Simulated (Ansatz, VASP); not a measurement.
# Na4Ca2ZnSi22O49: VASP beside Ansatz, part 2 of 2

One calculation is typed for both programs; each brings its own data sets. How far apart do they land? The structure shown is frame 100 of Ansatz's trajectory.

VASP 6.6.1 and Ansatz 0.2.0.

So far: Starting point; Ansatz: dynamics, PBE.

### Step 3. VASP: single point, PBE

Level of this step: PBE; plane waves and PAW (Si, Na_pv, Ca_sv, Zn, O) (VASP).

The same cell, functional, mesh and smearing now go to VASP, with its own data sets.

Lines of VASP's logs that name or quote its potential files are left out, and so is its time.

The input, INCAR:

```
SYSTEM = Na4Ca2ZnSi22O49
PREC = Accurate
ENCUT = 520
EDIFF = 1E-06
NELM = 120
ISMEAR = -1
SIGMA = 0.078
LREAL = Auto
ALGO = Normal
GGA = PE
NBANDS = 280
LORBIT = 11
LWAVE = .FALSE.
LCHARG = .FALSE.
ISIF = 2
LASPH = .TRUE.
GGA_COMPAT = .FALSE.
EFERMI = MIDGAP
NCORE = 2
```

The input, POSCAR:

```
Na4Ca2ZnSi22O49
1.0
   10.1251500000      0.0000000000      0.0000000000
    0.0000000000     10.1251500000      0.0000000000
    0.0000000000      0.0000000000     10.1251500000
Si Na Ca Zn O
22 4 2 1 49
Direct
    0.2572801391      0.2384260974      0.3697229177
    0.5500659249      0.2884698004      0.3407653220
    0.0192392211      0.7955338933      0.1153859449
    0.5402685392      0.8552860945      0.8064275591
    0.3681426942      0.4224727535      0.0007703590
    0.8916707407      0.0517424433      0.4883779500
    0.0492042093      0.3731302746      0.7661812418
    0.3927151697      0.0620632781      0.6404843385
    0.5747865464      0.7778847721      0.0938751525
    0.4998641995      0.9823656933      0.3993027264
    0.2119376009      0.1672962870      0.0957812971
    0.9605289798      0.0558609008      0.9455662385
    0.8659921088      0.5514881261      0.4349466428
    0.1189216950      0.0960479598      0.6956637679
    0.7977363298      0.3104645363      0.6295116616
    0.3488540911      0.6095712162      0.7562258337
    0.5159429737      0.3648439776      0.6313486714
    0.7291052478      0.8153558219      0.5385302934
    0.9316405189      0.5570386612      0.9681733110
    0.3076793924      0.8878485751      0.1582890130
    0.1481854590      0.4978099090      0.4990543350
    0.7196634124      0.4986197735      0.1702197004
    0.6458768512      0.5419969087      0.8559083075
    0.2479370676      0.7929956593      0.5062048463
    0.4476476892      0.5514189913      0.3316592841
    0.1481854590      0.4798644958      0.2024957655
    0.0076838368      0.7710404290      0.7482259522
    0.6201883429      0.1827726009      0.9171617211
    0.7988424863      0.9464748670      0.2332607418
    0.7758304815      0.1561655877      0.5720902900
    0.6470718952      0.3742265547      0.2530727940
    0.0132244954      0.0187849069      0.7934697264
    0.1866737777      0.1932317052      0.2439766324
    0.3985224910      0.9130926455      0.3034029125
    0.5237156980      0.3760536881      0.9506525829
    0.6664493859      0.3545527721      0.7121771035
    0.4419885138      0.2290040148      0.6735702681
    0.0233181731      0.5846036849      0.4290109282
    0.5815420018      0.1279487217      0.3452492062
    0.0467351101      0.0632978277      0.5604163889
    0.1578445751      0.3503750562      0.4203196990
    0.5556658420      0.3736833528      0.4794003052
    0.8759178876      0.6368201953      0.8417060488
    0.8674143099      0.8974681857      0.5519226876
    0.0308538639      0.4314701511      0.9122531518
    0.6391905305      0.8905744606      0.4214752374
    0.3907991487      0.3084299986      0.3116497040
    0.8179039323      0.1178550441      0.9767361471
    0.7707638899      0.6583408641      0.5110739100
    0.2082932105      0.6832195079      0.7149029891
    0.6155859419      0.7935783667      0.9369243912
    0.1686197242      0.8340518412      0.1889848545
    0.2705935221      0.5917640726      0.4680918307
    0.6568890337      0.8424369022      0.6842664059
    0.3061386745      0.1291536422      0.4785706878
    0.3060695397      0.0155750779      0.0540238910
    0.4488921152      0.9500501227      0.5467474556
    0.4448032869      0.7329866718      0.7884327640
    0.3513034375      0.5245551918      0.1258746784
    0.8814684227      0.0582806181      0.3346123267
    0.4151938490      0.7802353545      0.1096082527
    0.8063485479      0.4753114769      0.0416290129
    0.0217774551      0.6356942860      0.0679397342
    0.0796235118      0.4839434478      0.6512101055
    0.6431114601      0.9070186615      0.1645605250
    0.0597818304      0.1446694617      0.0321180427
    0.4530105727      0.5131775826      0.6666271611
    0.9056655951      0.7828328469      0.2181597310
    0.2568455776      0.0127701812      0.7103005881
    0.8970632534      0.3004202407      0.7584480230
    0.8317901463      0.4028187237      0.4881902984
    0.2927660331      0.4898199039      0.8723426320
    0.1447287201      0.2439766324      0.7515740508
    0.4918248125      0.0140886802      0.7940030518
    0.0148689155      0.8842041846      0.9812941043
    0.6299363466      0.6418867869      0.1674444329
    0.8302395520      0.5334340726      0.2753144398
    0.2996795109      0.2668503676      0.0107850254
```

The input, KPOINTS:

```
Automatic mesh
0
Gamma
1 1 1
0 0 0
```

The projector-augmented-wave data sets are Si, Na_pv, Ca_sv, Zn and O (PBE family, release 64).

On the command line:

```bash
$ mpirun -np 8 vasp_gam
```

Numbers of over 12 decimals in the logs are rounded to 6 here.

Output:

```text
[banner, memory and clock lines left out]
running    8 mpi-ranks, on    1 nodes
[...]
LDA part: xc-table for (Slater+PW92), standard interpolation
 POSCAR, INCAR and KPOINTS ok, starting setup
[...]
entering main loop
       N       E                     dE             d eps       ncg     rms          rms(c)
DAV:   1     0.540432634152E+04    0.54043E+04   -0.24619E+05   560   0.168E+03
DAV:   2     0.800944608505E+02   -0.53242E+04   -0.50247E+04   648   0.448E+02
DAV:   3    -0.607958298545E+03   -0.68805E+03   -0.67514E+03   616   0.181E+02
DAV:   4    -0.646754714685E+03   -0.38796E+02   -0.38252E+02   704   0.471E+01
[...]
DAV:  17    -0.566681812458E+03    0.22960E-05   -0.56216E-05   856   0.417E-02    0.868E-03
DAV:  18    -0.566681813811E+03   -0.13526E-05   -0.20797E-05   672   0.109E-02    0.808E-03
DAV:  19    -0.566681813764E+03    0.46442E-07   -0.22462E-06   456   0.734E-03
   1 F= -.56668181E+03 E0= -.56668181E+03  d E =-.167317E-06
```

From OUTCAR (step 3):

```text
  Total        6.7376948    -32.1659904     17.0554980     19.9866245     17.4614167      6.8166844
  in kB       10.3996211    -49.6481549     26.3251340     30.8493230     26.9516688     10.5215416
  external PRESSURE =      -4.3077999 kB  Pullay stress =       0.0000000 kB

 POSITION                                       TOTAL-FORCE (eV/Angst)
 -----------------------------------------------------------------------------------
      2.60500      2.41410      3.74350         3.094022      0.087701      4.268169
      5.56950      2.92080      3.45030        -1.274776     -1.435873      0.796057
      0.19480      8.05490      1.16830         1.259034     -0.918567      0.559132
      5.47030      8.65990      8.16520         2.458164      0.542073     -1.612373
      3.72750      4.27760      0.00780         1.863274      0.215662      0.400759
      9.02830      0.52390      4.94490         0.091731      0.333831      2.982579
      0.49820      3.77800      7.75770        -0.949770     -0.180510      0.338547
      3.97630      0.62840      6.48500         0.014430      3.955914      2.193584
      5.81980      7.87620      0.95050         1.401557      1.766607      1.345319
      5.06120      9.94660      4.04300         3.684959      0.683268     -1.676541
      2.14590      1.69390      0.96980         0.231721     -3.705908     -5.660862
      9.72550      0.56560      9.57400         0.051701     -1.615181      0.624874
      8.76830      5.58390      4.40390        -0.677390     -0.518936     -2.465862
      1.20410      0.97250      7.04370        -0.422075     -0.445273      1.490099
[...]
-----------------------------------------------------------------------------------
    total drift:                               -0.014823      0.006772     -0.016480

  FREE ENERGIE OF THE ION-ELECTRON SYSTEM (eV)
  ---------------------------------------------------
  free  energy   TOTEN  =      -566.6818137642 eV

  energy  without entropy=     -566.6818135969  energy(sigma->0) =     -566.68181368

[... 3 further parts left out ...]
[key lines of the parts left out:]
E-fermi :   4.0645
```

The run ends at a pressure of -0.43 GPa, with forces up to 6.8 eV/Å.

### Step 4. Comparison

Known differences besides the potentials themselves: the data sets hold 450 valence electrons in Ansatz (on its default PAW (the set named soft_2) files) and 442 in VASP; the cutoff is 420 eV in Ansatz and 520 eV in VASP (PREC = Accurate, projectors in real space). Total energies have different zeros and are not compared.

Forces on 10 of the 78 atoms, those with the largest forces and the largest differences (eV/Å; atoms numbered as in POSCAR):

```
atom          Ansatz x, y, z            VASP x, y, z
 Si1     3.152, 0.090, 4.291     3.094, 0.088, 4.268
 Si3    1.147, -0.886, 0.555    1.259, -0.919, 0.559
 Si8    -0.007, 3.909, 2.139     0.014, 3.956, 2.194
Si10    3.619, 0.689, -1.648    3.685, 0.683, -1.677
Si11   0.290, -3.674, -5.648   0.232, -3.706, -5.661
Si16   -3.564, -1.430, 0.876   -3.526, -1.437, 0.878
Si20    4.180, 1.695, -0.339    4.214, 1.667, -0.278
 O52   -3.187, -1.456, 0.330   -3.257, -1.467, 0.307
 O60     1.563, 1.990, 1.416     1.620, 2.088, 1.417
 O65  -2.297, -1.002, -1.653  -2.407, -0.987, -1.685
```

The forces differ by 32 meV/Å r.m.s., which is 2.3 % of the r.m.s. force of 1.368 eV/Å (both taken over all components).

### Step 5. Results

```yaml
r_m_s_force_difference_single_point_pbe: 2.3 % of the r.m.s. force
```

**Reading.** The r.m.s. force difference is 2.3 % of the r.m.s. force (single point, PBE), within the 3 % picked in this series as the mark of a large difference. The data sets hold unlike numbers of valence electrons (450 in Ansatz and 442 in VASP), so part of the differences comes from the potentials. 2 further runs of this series are not shown here. Such differences can come from data sets, numerical settings and the points named under the comparisons, not from the functional's error against experiment.

[Lines on the potential files, build, host, timing and source positions are cut from VASP's logs without a mark.]

[Logs are printed without paths, hosts, clocks, repeated set-up lines and the standing remarks that a program may print on its own settings, such as how far it seeks lower states.]

[Hosts, paths, dates, database ids (printed as entryN), source tags and the programs' standing remarks are cut or masked in the printed files.]
